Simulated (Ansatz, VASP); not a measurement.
# GaGeTe in two plane-wave programs, part 2 of 2

Wanted: the spread between two codes on one cell, functional and k mesh. The structure shown is the end of the Ansatz relaxation below.

VASP 6.6.1 and Ansatz 0.2.0.

So far: Starting point; Ansatz: relaxation, r2SCAN with D3(BJ).

**3. VASP: single point, r2SCAN with D3(BJ)**

Level of this step: r2SCAN with D3(BJ); plane waves and PAW (Te, Ga_d, Ge_d) (VASP).

The same cell, functional, mesh and smearing now go to VASP, with its own data sets.

Lines of VASP's logs that name or quote its potential files are left out, and so is its time.

INCAR reads:

```
SYSTEM = GaGeTe
PREC = Accurate
ENCUT = 550
EDIFF = 1E-06
NELM = 200
ISMEAR = -1
SIGMA = 0.02
LREAL = .FALSE.
ALGO = All
METAGGA = R2SCAN
IVDW = 12
VDW_S6 = 1
VDW_S8 = 0.78981345
VDW_A1 = 0.49484001
VDW_A2 = 5.73083694
LASPH = .TRUE.
NBANDS = 40
LORBIT = 11
LWAVE = .FALSE.
LCHARG = .FALSE.
ISIF = 2
GGA_COMPAT = .FALSE.
EFERMI = MIDGAP
LMIXTAU = .TRUE.
KPAR = 2
ISEARCH = 1
```

POSCAR reads:

```
GaGeTe
1.0
    4.0529031654     -0.0000000003      0.0000000000
   -2.0264515824      3.5099171004      0.0000000000
    0.0000000000      0.0000000000     23.1850484881
Te Ga Ge
2 2 2
Direct
    0.6666666667      0.3333333333      0.6759146093
    0.6666666667      0.3333333333      0.3240853907
    0.3333333333      0.6666666667      0.6217254049
    0.0000000000      0.0000000000      0.3782745951
    0.3333333333      0.6666666667      0.5171367503
    0.0000000000      0.0000000000      0.4828632497
```

KPOINTS reads:

```
Automatic mesh
0
Gamma
6 6 1
0 0 0
```

Potentials, in the order of the species: Te, Ga_d and Ge_d (PBE family, release 64).

Run with:

```
$ mpirun -np 2 vasp_std
```

Numbers of over 12 decimals in the logs are rounded to 6 here.

Output:

```text
[banner, memory and clock lines left out]
running    2 mpi-ranks, on    1 nodes
 distrk:  each k-point on    1 cores,    2 groups
 distr:  one band on    1 cores,    1 groups

 POSCAR found type information on POSCAR TeGaGe
 POSCAR found :  3 types and       6 ions
|                                                                             |
|               ----> ADVICE to this user running VASP <----                  |
|                                                                             |
|     You enforced a specific xc type in the INCAR file but a different       |
|     [... a line on the potential file left out ...]
|     I HOPE YOU KNOW WHAT YOU ARE DOING!                                     |
|                                                                             |

 LDA part: xc-table for (None), standard interpolation
 POSCAR, INCAR and KPOINTS ok, starting setup
 FFT: planning ... GRIDC
 FFT: planning ... GRID_SOFT
 FFT: planning ... GRID
 WAVECAR not read
 entering main loop
       N       E                     dE             d eps       ncg     rms           ort
DAV:   1     0.515896093130E+03    0.51590E+03   -0.32554E+04   280   0.251E+03
DAV:   2    -0.179437752135E+02   -0.53384E+03   -0.51946E+03   280   0.644E+02
DAV:   3    -0.104644833917E+03   -0.86701E+02   -0.84522E+02   280   0.186E+02
DAV:   4    -0.109991036470E+03   -0.53462E+01   -0.53325E+01   280   0.524E+01
DAV:   5    -0.110228597386E+03   -0.23756E+00   -0.23748E+00   280   0.109E+01
SDA:   6    -0.102355403315E+03    0.78732E+01   -0.23748E+00   280   0.547E+01   0.000E+00
 gam= 0.000 g(H,U,f)=  0.287E+01 0.260E+01 0.140E-05 ort(H,U,f) = 0.000E+00 0.000E+00 0.000E+00
 gam= 0.000 trial= 0.400  step=  0.2539 mean=  0.4000
CGA:   7    -0.103041181473E+03   -0.68578E+00   -0.69417E+00   280   0.328E+00  -0.248E-03
 gam= 0.060 g(H,U,f)=  0.285E+00 0.432E-01 0.389E-11 ort(H,U,f) =-0.196E+00 0.196E+00 0.232E-10
 gam= 0.060 trial= 0.385  step=  0.5256 mean=  0.3854
CGA:   8    -0.103127241453E+03   -0.86060E-01   -0.86120E-01   280   0.685E-01  -0.110E-02
 gam= 0.209 g(H,U,f)=  0.624E-01 0.611E-02 0.279E-12 ort(H,U,f) =-0.124E-01 0.113E-01 0.676E-12
 gam= 0.209 trial= 0.399  step=  0.4739 mean=  0.3994
CGA:   9    -0.103143487130E+03   -0.16246E-01   -0.16188E-01   280   0.233E-01   0.154E-02
 gam= 0.340 g(H,U,f)=  0.193E-01 0.397E-02 0.400E-13 ort(H,U,f) =-0.403E-02 0.558E-02 0.759E-13
 gam= 0.340 trial= 0.407  step=  0.4635 mean=  0.4069
CGA:  10    -0.103149004236E+03   -0.55171E-02   -0.55242E-02   280   0.602E-02  -0.271E-03
 gam= 0.258 g(H,U,f)=  0.500E-02 0.103E-02 0.370E-14 ort(H,U,f) =-0.199E-02 0.172E-02 0.138E-13
 gam= 0.258 trial= 0.413  step=  0.5829 mean=  0.4125
CGA:  11    -0.103150722375E+03   -0.17181E-02   -0.17355E-02   280   0.233E-02  -0.206E-03
 gam= 0.387 g(H,U,f)=  0.209E-02 0.234E-03 0.130E-14 ort(H,U,f) =-0.943E-03 0.738E-03 0.419E-14
 gam= 0.387 trial= 0.430  step=  0.4686 mean=  0.4296
CGA:  12    -0.103151252419E+03   -0.53004E-03   -0.52698E-03   280   0.636E-03   0.157E-03
 gam= 0.273 g(H,U,f)=  0.570E-03 0.653E-04 0.276E-15 ort(H,U,f) =-0.620E-04 0.219E-03 0.138E-14
 gam= 0.273 trial= 0.433  step=  0.5507 mean=  0.4335
CGA:  13    -0.103151440569E+03   -0.18815E-03   -0.18682E-03   280   0.192E-03   0.226E-04
 gam= 0.302 g(H,U,f)=  0.167E-03 0.246E-04 0.147E-16 ort(H,U,f) =-0.235E-04 0.461E-04 0.164E-15
 gam= 0.302 trial= 0.445  step=  0.5758 mean=  0.4452
CGA:  14    -0.103151497241E+03   -0.56671E-04   -0.57219E-04   280   0.726E-04  -0.837E-05
 gam= 0.378 g(H,U,f)=  0.631E-04 0.946E-05 0.349E-17 ort(H,U,f) = 0.126E-05-0.963E-05 0.344E-16
 gam= 0.378 trial= 0.458  step=  0.4691 mean=  0.4582
CGA:  15    -0.103151513532E+03   -0.16291E-04   -0.16273E-04   280   0.193E-04   0.336E-05
 gam= 0.266 g(H,U,f)=  0.184E-04 0.899E-06 0.427E-17 ort(H,U,f) = 0.509E-05-0.173E-05-0.192E-16
 gam= 0.266 trial= 0.459  step=  0.4360 mean=  0.4593
  final corrected         step=  0.4553 harm=  0.6262 4th-ord=  0.4553
  steps along line     -0.45933E-04   0.45933E-04   0.45933E+00   0.43600E+00   0.43609E+00
  energies along line   0.92839E-09  -0.92839E-09  -0.43942E-05  -0.43352E-05  -0.43357E-05
 trl  16    -0.103151517867E+03   -0.43355E-05   -0.43971E-05   280   0.202E-04   0.614E-05
SDA:  17    -0.103151517917E+03   -0.43853E-05   -0.43971E-05   280   0.556E-05   0.552E-05
 gam= 0.000 g(H,U,f)=  0.518E-05 0.378E-06 0.350E-17 ort(H,U,f) = 0.552E-05-0.227E-08-0.793E-18
 gam= 0.000 trial= 0.457  step=  0.7094 mean=  0.4570
CGA:  18    -0.103151519908E+03   -0.19914E-05   -0.19730E-05   280   0.374E-05   0.146E-06
 gam= 0.673 g(H,U,f)=  0.314E-05 0.603E-06 0.450E-18 ort(H,U,f) = 0.233E-06-0.872E-07 0.128E-17
 gam= 0.673 trial= 0.482  step=  0.7261 mean=  0.4822
CGA:  19    -0.103151521248E+03   -0.13397E-05   -0.13951E-05   280   0.224E-05  -0.450E-06
 gam= 0.599 g(H,U,f)=  0.182E-05 0.419E-06 0.531E-18 ort(H,U,f) =-0.201E-06-0.249E-06 0.146E-17
 gam= 0.599 trial= 0.507  step=  0.4055 mean=  0.5066
CGA:  20    -0.103151521629E+03   -0.38048E-06   -0.39979E-06   280   0.563E-06   0.376E-06
 gam= 0.251 g(H,U,f)=  0.546E-06 0.165E-07 0.308E-21 ort(H,U,f) = 0.347E-06 0.294E-07 0.302E-20
 gam= 0.251 trial= 0.497  step=  0.2849 mean=  0.4965
 final diagonalization occupied
   1 F= -.10384106E+03 E0= -.10384106E+03  d E =-.824010E-14
```

OUTCAR, selected parts (step 3):

```text
ion  position               nearest neighbor table
   1  0.667  0.333  0.676-   3 2.66   3 2.66   3 2.66
   2  0.667  0.333  0.324-   4 2.66   4 2.66   4 2.66
   3  0.333  0.667  0.622-   5 2.42   1 2.66   1 2.66   1 2.66
   4  0.000  0.000  0.378-   6 2.42   2 2.66   2 2.66   2 2.66
   5  0.333  0.667  0.517-   3 2.42   6 2.47   6 2.47   6 2.47
   6  0.000  0.000  0.483-   4 2.42   5 2.47   5 2.47   5 2.47

  LATTYP: Found a hexagonal cell.
 ALAT       =     4.0529031654
 C/A-ratio  =     5.7206026253

 Subroutine GETGRP returns: Found 12 space group operations
 (whereof  6 operations were pure point group operations)

The static configuration has the point symmetry C_3v.
 The point group associated with its full space group is D_3d.

 Found      7 irreducible k-points:

   k-points           NKPTS =      7   k-points in BZ     NKDIM =      7   number of bands    NBANDS=     40

   dimension x,y,z NGX =    32 NGY =   32 NGZ =  180
   dimension x,y,z NGXF=    64 NGYF=   64 NGZF=  360

   ENCUT  =  550.0 eV  40.42 Ry    6.36 a.u.   7.75  7.75 44.33*2*pi/ulx,y,z

   NELECT =      66.0000    total number of electrons

 k-points in reciprocal lattice and weights: Automatic mesh
   0.00000000  0.00000000  0.00000000       0.028
   0.16666667  0.00000000  0.00000000       0.167
   0.33333333  0.00000000  0.00000000       0.167
   0.50000000  0.00000000  0.00000000       0.083
   0.16666667  0.16666667  0.00000000       0.167
   0.33333333  0.16666667  0.00000000       0.333
   0.33333333  0.33333333  0.00000000       0.056

 average (electrostatic) potential at core
       1 -99.4870       2 -99.4870       3 -75.5112       4 -75.5114       5 -84.0856
       6 -84.0855

 E-fermi :  -0.0087

 k-point     1 :       0.0000    0.0000    0.0000
  band No.  band energies     occupation
    ...
     29      -1.2360      2.00000
     30      -1.2360      2.00000
     31      -0.6806      2.00000
     32      -0.6806      2.00000
     33      -0.5904      2.00000
     34       0.6800      0.00000
     35       1.3709      0.00000
     36       1.9724      0.00000
     37       2.8750      0.00000
     38       2.8724      0.00000
    ...

 k-point     2 :       0.1667    0.0000    0.0000
  band No.  band energies     occupation
    ...
     29      -2.0902      2.00000
     30      -1.8603      2.00000
     31      -1.6856      2.00000
     32      -1.1105      2.00000
     33      -0.6908      2.00000
     34       1.7376      0.00000
     35       2.0953      0.00000
     36       2.4735      0.00000
     37       3.1630      0.00000
     38       3.4612      0.00000
    ...

 k-point     3 :       0.3333    0.0000    0.0000
  band No.  band energies     occupation
    ...
     29      -2.5949      2.00000
     30      -2.4041      2.00000
     31      -2.3609      2.00000
     32      -1.7756      2.00000
     33      -1.3959      2.00000
     34       1.1411      0.00000
     35       1.6016      0.00000
     36       2.0516      0.00000
     37       2.4865      0.00000
     38       3.8776      0.00000
    ...

 Edisp (eV)   -0.68954

  Total       0.05593     0.05593     0.07304     0.00000     0.00000    -0.00000
  in kB       0.27169     0.27169     0.35482     0.00000     0.00000    -0.00000
  external pressure =        0.30 kB  Pullay stress =        0.00 kB

  energy-cutoff  :      550.00
  volume of cell :      329.82
      direct lattice vectors                 reciprocal lattice vectors
     4.052903165 -0.000000000  0.000000000     0.246736712  0.142453507  0.000000000
    -2.026451582  3.509917100  0.000000000     0.000000000  0.284907014  0.000000000
     0.000000000  0.000000000 23.185048488     0.000000000  0.000000000  0.043131245

 POSITION                                       TOTAL-FORCE (eV/Angst)
 -----------------------------------------------------------------------------------
      2.02645      1.16997     15.67111        -0.000000      0.000000      0.018691
      2.02645      1.16997      7.51394         0.000000     -0.000000     -0.018691
     -0.00000      2.33994     14.41473        -0.000000      0.000000     -0.019819
      0.00000      0.00000      8.77031        -0.000000     -0.000000      0.019819
     -0.00000      2.33994     11.98984         0.000000      0.000000     -0.001423
      0.00000      0.00000     11.19521         0.000000     -0.000000      0.001423
 -----------------------------------------------------------------------------------
    total drift:                                0.000001     -0.000001      0.000286

  FREE ENERGIE OF THE ION-ELECTRON SYSTEM (eV)
  ---------------------------------------------------
  free  energy   TOTEN  =      -103.8410575774 eV

  energy  without entropy=     -103.8410575774  energy(sigma->0) =     -103.84105758

 total charge
# of ion       s       p       d       tot
------------------------------------------
    1        1.378   2.060   0.029   3.467
    2        1.378   2.060   0.029   3.467
    3        0.882   0.740   9.982  11.604
    4        0.882   0.740   9.982  11.604
    5        1.099   1.286  10.015  12.400
    6        1.099   1.286  10.015  12.400
--------------------------------------------------
tot          6.717   8.171  40.053  54.941

[... 3 further parts left out ...]
```

**4. Side by side**

Known differences besides the potentials themselves: VASP keeps PBE cores, Ansatz makes them for the functional; the data sets hold 86 valence electrons in Ansatz (on its default PAW (the set named soft_2) files) and 66 in VASP; the cutoff is 500 eV in Ansatz and 550 eV in VASP; Ansatz's pressure holds a Pulay correction, VASP's none. Total energies have different zeros and are not compared.

Compared:

```
              quantity  Ansatz   VASP  difference
        pressure (GPa)   -0.01   0.03       -0.04
gap on the k mesh (eV)   1.291  1.270      +0.020
```

At this near-relaxed geometry the largest component of a force difference is 20 meV/Å. A gap on the mesh is an upper bound, since the band edges may lie between its points. With vacuum in the cell, a pressure given here is an average over mostly empty space and none of the material.

**5. Summary of results**

| Quantity | Value |
| --- | --- |
| difference in gap on the k mesh (single point, r2SCAN with D3(BJ)) | 0.020 eV |
| r.m.s. force difference (single point, r2SCAN with D3(BJ)) | 9.5 meV/Å |

In words: The r.m.s. force difference is 9.5 meV/Å (single point, r2SCAN with D3(BJ)), within the 12 meV/Å picked in this series as the mark of a large difference. The data sets hold unlike numbers of valence electrons (86 in Ansatz and 66 in VASP), so part of the differences comes from the potentials. VASP runs on this material, other cells of it included, that failed, so that no pair exists: single point, r2SCAN (not converged). How closely two codes agree says nothing of how well the functional describes the real material.

[Lines on the potential files, build, host, timing and source positions are cut from VASP's logs without a mark.]

[Logs are printed without paths, hosts, clocks, repeated set-up lines and the standing remarks that a program may print on its own settings, such as how far it seeks lower states.]

[Hosts, paths, dates, database ids (printed as entryN), source tags and the programs' standing remarks are cut or masked in the printed files.]
